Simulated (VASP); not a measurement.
# Be6Cr (Pm-3m) in VASP: a series of runs, part 2 of 2

VASP 6.6.1. The steps go on from the part before.

### 3 Single point, PBE, collinear spin, typed start (the structure that the rattled cell fell into)

INCAR

```
SYSTEM = Be6Cr
PREC = Accurate
ENCUT = 520
EDIFF = 1E-6
ISMEAR = 0
SIGMA = 0.1
LREAL = .FALSE.
LASPH = .TRUE.
NELM = 150
ALGO = Normal
ISIF = 2
LWAVE = .FALSE.
LCHARG = .TRUE.
ISPIN = 2
MAGMOM = 0 0 0 0 0 0 4.78
LORBIT = 11
LMAXMIX = 4
GGA = PE
LELF = .TRUE.
LVHAR = .TRUE.
NBANDS = 25
```

KPOINTS

```
Automatic mesh
0
G
  6 6 4
  0 0 0
```

POSCAR

```
Be6Cr
1.0
    3.4308779645      0.0000000000      0.0000000000
    1.6076221667      3.6976720871      0.0000000000
    0.0258632796      0.1032393958      4.7363437909
Be Cr
6 1
Direct
    0.6775658221      0.6119725037      0.1851500558
    0.1274762156      0.7323004937      0.4637843051
    0.8725237844      0.2676995063      0.5362156949
    0.3224341779      0.3880274963      0.8148499442
    0.5949235841      0.7941861816      0.7247244981
    0.4050764159      0.2058138184      0.2752755019
    0.0000000000      0.0000000000      0.0000000000
```

Potentials or basis: VASP PAW PBE potentials, release 64 (Be, Cr_pv).

Command:

```
cat potpaw_PBE.64/Be/POTCAR potpaw_PBE.64/Cr_pv/POTCAR > POTCAR
mpirun -np 1 vasp_std > vasp.out
```

OUTCAR:

```text
SYSTEM = Be6Cr
   PREC = Accurate
   ENCUT = 520
   EDIFF = 1E-6
   ISMEAR = 0
   LREAL = .FALSE.
   LASPH = .TRUE.
   NELM = 150
   ISIF = 2
   ISPIN = 2
   LORBIT = 11
   GGA = PE

 ion  position               nearest neighbor table
   1  0.678  0.612  0.185-   3 2.08   2 2.19   6 2.22   2 2.24   6 2.25   5 2.27   7 2.38   7 2.40
                             7 2.45
   2  0.127  0.732  0.464-   3 2.02   4 2.08   5 2.13   5 2.13   6 2.16   1 2.19   1 2.24   3 2.38
                             7 2.39   7 2.75
   3  0.873  0.268  0.536-   2 2.02   1 2.08   6 2.13   6 2.13   5 2.16   4 2.19   4 2.24   2 2.38
                             7 2.39   7 2.75
   4  0.322  0.388  0.815-   2 2.08   3 2.19   5 2.22   3 2.24   5 2.25   6 2.27   7 2.38   7 2.40
                             7 2.45
   5  0.595  0.794  0.725-   2 2.13   2 2.13   3 2.16   4 2.22   4 2.25   1 2.27   7 2.29   7 2.30

   6  0.405  0.206  0.275-   3 2.13   3 2.13   2 2.16   1 2.22   1 2.25   4 2.27   7 2.29   7 2.30

   7  0.000  0.000  0.000-   5 2.29   6 2.29   6 2.30   5 2.30   4 2.38   1 2.38   2 2.39   3 2.39
                             1 2.40   4 2.40   1 2.45   4 2.45   2 2.75   3 2.75

  LATTYP: Found a triclinic cell.
 ALAT       =     9.2413821581
 B/A-ratio  =     0.8999771824
 C/A-ratio  =     1.5008725763
 COS(alpha) =     0.0011708134
 COS(beta)  =     0.6618518330
 COS(gamma) =     0.7482872071

  Lattice vectors:

 A1 = (  -8.4693780957,  -3.6976720871,   0.0000000000)
 A2 = (  -6.8358926494,   0.1032393958,   4.7363437909)
 A3 = (  -6.6978488571,  -7.6018229658,  -9.4726875818)

Analysis of symmetry for initial positions (statically):
=====================================================================
 Subroutine PRICEL returns:
 Original cell was already a primitive cell.

 Routine SETGRP: Setting up the symmetry group for a
 triclinic supercell.

 Subroutine GETGRP returns: Found  2 space group operations
 (whereof  2 operations were pure point group operations)
 out of a pool of  2 trial point group operations.

The static configuration has the point symmetry S_2 .

Analysis of symmetry for dynamics (positions and initial velocities):
=====================================================================
 Subroutine PRICEL returns:
 Original cell was already a primitive cell.

 Routine SETGRP: Setting up the symmetry group for a
 triclinic supercell.

 Subroutine GETGRP returns: Found  2 space group operations
 (whereof  2 operations were pure point group operations)
 out of a pool of  2 trial point group operations.

The dynamic configuration has the point symmetry S_2 .

Analysis of structural, dynamic, and magnetic symmetry:
=====================================================================
 Subroutine PRICEL returns:
 Original cell was already a primitive cell.

 Routine SETGRP: Setting up the symmetry group for a
 triclinic supercell.

 Subroutine GETGRP returns: Found  2 space group operations
 (whereof  2 operations were pure point group operations)
 out of a pool of  2 trial point group operations.

The overall configuration has the point symmetry S_2 .

 Subroutine INISYM returns: Found  2 space group operations
 (whereof  2 operations are pure point group operations),
 and found     1 'primitive' translations

----------------------------------------------------------------------------------------

                                     Primitive cell
[... 114 lines left out ...]
   EMIN   =  10.00;   EMAX   =-10.00  energy-range for DOS
   EFERMI =   0.00;   METHOD = LEGACY
   ISMEAR =     0;   SIGMA  =   0.10  broadening in eV -4-tet -1-fermi 0-gaus
   EFERMI_NEDOS =   21; number of points for ismear=-14 and -15
   IALGO  =     38    algorithm
   IMIX   =      4    mixing-type and parameters
     AMIX     =   0.40;   BMIX     =  1.00
     AMIX_MAG =   1.60;   BMIX_MAG =  1.00
  volume/ion in A,a.u.               =       8.58        57.93
  Fermi-wavevector in a.u.,A,eV,Ry     =   1.205645  2.278340 19.777170  1.453581
  Thomas-Fermi vector in A             =   2.341336
   LORBIT       =     11    0 simple, 1 ext, 2 COOP (PROOUT), +10 PAW based schemes
   GGA     = PE    functional components
   LHFCALC =     F    Hartree Fock is set to
   AEXX    =    0.0000 exact exchange contribution
   IVDW    =     0    specifies the selected vdW correction
   LEPSILON=     F    determine dielectric tensor
   LRPA    =     F    only Hartree local field effects (RPA)
 spin polarized calculation
 Gauss-broadening in eV      SIGMA  =   0.10
  energy-cutoff  :      520.00
  volume of cell :       60.09
 maximum number of plane-waves:      1632
 NGX is ok and might be reduce to    28
   NGX = 13   NGY = 15   NGZ = 17

 number of electron      24.0000006 magnetization       1.2979770

 Free energy of the ion-electron system (eV)
  ---------------------------------------------------
  ext. energy  EPLUGINS =         0.00000000
  ---------------------------------------------------
  free energy    TOTEN  =       -31.55180152 eV

  energy without entropy =      -31.54225815  energy(sigma->0) =      -31.54702983

 E-fermi :   6.9988     XC(G=0): -11.1135

 val. band max:        6.9723278518   @ k =  -0.1667   0.1667   0.2500
 cond. band min:       7.0057194584   @ k =   0.0000   0.1667   0.0000
 fundamental gap:      0.0333916066
 Fermi energy:         6.9987649735

 spin component 1

 k-point     1 :       0.0000    0.0000    0.0000
  band No.  band energies     occupation
      1     -36.1472      1.00000
      2     -36.0664      1.00000
      3     -35.9577      1.00000
      4      -3.1315      1.00000
      5       1.4909      1.00000
      6       2.3871      1.00000
[... 637 lines left out ...]
     23      15.5621      0.00000
     24      17.5395      0.00000

 [... further k-points ...]

 spin component 2

 k-point     1 :       0.0000    0.0000    0.0000
  band No.  band energies     occupation
      1     -35.0722      1.00000
      2     -34.9021      1.00000
      3     -34.6146      1.00000
      4      -3.0716      1.00000
      5       1.6733      1.00000
      6       2.3963      1.00000
[... 637 lines left out ...]
     23      15.8757      0.00000
     24      17.6321      0.00000

 [... further k-points ...]

 [bands above 24 left out]

------------------------ aborting loop because EDIFF is reached ----------------------------------------

  FORCE on cell =-STRESS in cart. coord.  units (eV):
  Direction    XX          YY          ZZ          XY          YZ          ZX
  --------------------------------------------------------------------------------------
  -------------------------------------------------------------------------------------
  Total        0.2460703      0.3855357      0.8200232      0.8446792     -0.1977093     -0.4623900
  in kB        6.5613456     10.2801233     21.8655202     22.5229609     -5.2718225    -12.3294057
  external PRESSURE =      12.9023297 kB  Pullay stress =       0.0000000 kB

 VOLUME and BASIS-vectors are now :
 -----------------------------------------------------------------------------
  energy-cutoff  :      520.00
  volume of cell :       60.09
      direct lattice vectors                 reciprocal lattice vectors
     3.430877965  0.000000000  0.000000000     0.291470583 -0.126721504  0.001170579
     1.607622167  3.697672087  0.000000000     0.000000000  0.270440422 -0.005894865
     0.025863280  0.103239396  4.736343791     0.000000000  0.000000000  0.211133322

 POSITION                                       TOTAL-FORCE (eV/Angst)
 -----------------------------------------------------------------------------------
      3.31325      2.28199      0.87693         0.290657      0.051867     -0.204933
      1.62661      2.75569      2.19664        -0.024449     -0.358775     -0.137083
      3.43775      1.04522      2.53970         0.024449      0.358775      0.137083
      1.75111      1.51892      3.85941        -0.290657     -0.051867      0.204933
      3.33661      3.01146      3.43254         0.269188     -0.158081      0.002656
      1.72776      0.78945      1.30380        -0.269188      0.158081     -0.002656
      0.00000      0.00000      0.00000         0.000000      0.000000      0.000000
 -----------------------------------------------------------------------------------
    total drift:                                0.000000      0.000000     -0.000000

  FREE ENERGIE OF THE ION-ELECTRON SYSTEM (eV)
  ---------------------------------------------------
  free  energy   TOTEN  =       -31.5518015193 eV

  energy  without entropy=      -31.5422581472  energy(sigma->0) =      -31.54702983

 total charge

# of ion       s       p       d       tot
------------------------------------------
    1        0.430   0.722   0.000   1.152
    2        0.441   0.790   0.000   1.231
    3        0.441   0.790   0.000   1.231
    4        0.430   0.722   0.000   1.152
    5        0.435   0.716   0.000   1.151
    6        0.435   0.716   0.000   1.151
    7        0.334   6.337   4.311  10.982
--------------------------------------------------
tot          2.946  10.791   4.311  18.048

 magnetization (x)

# of ion       s       p       d       tot
------------------------------------------
    1       -0.007   0.002   0.000  -0.004
    2       -0.002  -0.001   0.000  -0.003
    3       -0.002  -0.001   0.000  -0.003
    4       -0.007   0.002   0.000  -0.004
    5        0.001  -0.014   0.000  -0.013
    6        0.001  -0.014   0.000  -0.013
    7        0.018   0.027   1.187   1.231
--------------------------------------------------
tot          0.003   0.001   1.187   1.191
```

It took 3.6 min on 1 thread of Intel Xeon Platinum 8488C (Sapphire Rapids), shared host; peak memory 0.3 GiB.

What came out:

| Item | Value |
| --- | --- |
| Free energy | -31.5518 eV |
| Pressure | 1.3 GPa |
| Largest force | 0.385 eV/Å |
| Band gap on the k mesh | none (metal or under the smearing width) |
| Net moment | 1.30 μB per cell |
| Site moments | Be -0.00, -0.01; Cr +1.23 μB |
| Valence electrons inside the program's atomic spheres | Be 1.15, 1.23; Cr 10.98 |

Forces in eV/Å, atoms in the order of the input:
```
Be   0.291  0.052 -0.205
Be  -0.024 -0.359 -0.137
Be   0.024  0.359  0.137
Be  -0.291 -0.052  0.205
Be   0.269 -0.158  0.003
Be  -0.269  0.158 -0.003
Cr   0.000  0.000  0.000
```

Levels at points of the mesh, in eV from the Fermi level:
Spin up:
```
           k point  band 11  band 12  band 13  band 14  band 15  band 16
(0.00, 0.00, 0.00)    -0.91    -0.55     1.04     1.13     1.84     3.25
(0.50, 0.00, 0.00)    -1.99    -1.57    -1.09     0.38     1.99     3.65
(0.00, 0.50, 0.00)    -1.30    -0.72    -0.52     0.79     1.61     4.94
(0.50, 0.50, 0.00)    -2.01    -1.79    -0.91     0.36     2.03     3.79
(0.00, 0.00, 0.50)    -1.29     0.55     0.79     2.02     2.76     3.04
(0.50, 0.00, 0.50)    -0.94    -0.89    -0.66     0.37     1.52     4.04
(0.00, 0.50, 0.50)    -0.50    -0.34     0.72     1.33     1.56     3.28
(0.50, 0.50, 0.50)    -1.34    -0.83    -0.57     0.35     1.44     4.36
```
Spin down:
| k point | band 8 | band 9 | band 10 | band 11 | band 12 | band 13 | band 14 | band 15 |
| --- | --- | --- | --- | --- | --- | --- | --- | --- |
| (0.00, 0.00, 0.00) | -1.65 | -1.00 | -0.47 | -0.40 | -0.12 | 1.08 | 2.20 | 2.39 |
| (0.50, 0.00, 0.00) | -3.00 | -2.83 | -2.14 | -1.44 | -1.15 | -0.04 | 1.18 | 2.85 |
| (0.00, 0.50, 0.00) | -3.00 | -2.20 | -2.10 | -0.61 | 0.32 | 0.73 | 1.53 | 2.33 |
| (0.50, 0.50, 0.00) | -3.09 | -2.93 | -1.95 | -1.70 | -1.39 | 0.27 | 1.15 | 2.95 |
| (0.00, 0.00, 0.50) | -1.85 | -1.12 | -0.78 | -0.48 | 0.70 | 0.82 | 2.49 | 2.83 |
| (0.50, 0.00, 0.50) | -3.03 | -2.99 | -1.43 | -0.81 | -0.09 | 0.40 | 1.20 | 2.17 |
| (0.00, 0.50, 0.50) | -2.38 | -1.47 | 0.34 | 0.52 | 0.78 | 1.06 | 1.55 | 1.98 |
| (0.50, 0.50, 0.50) | -3.26 | -3.18 | -1.62 | -1.25 | 0.06 | 0.58 | 1.17 | 2.10 |

Caveat: the moment fell far below its start of 4.78 μB, so a state of higher moment may lie lower in energy.
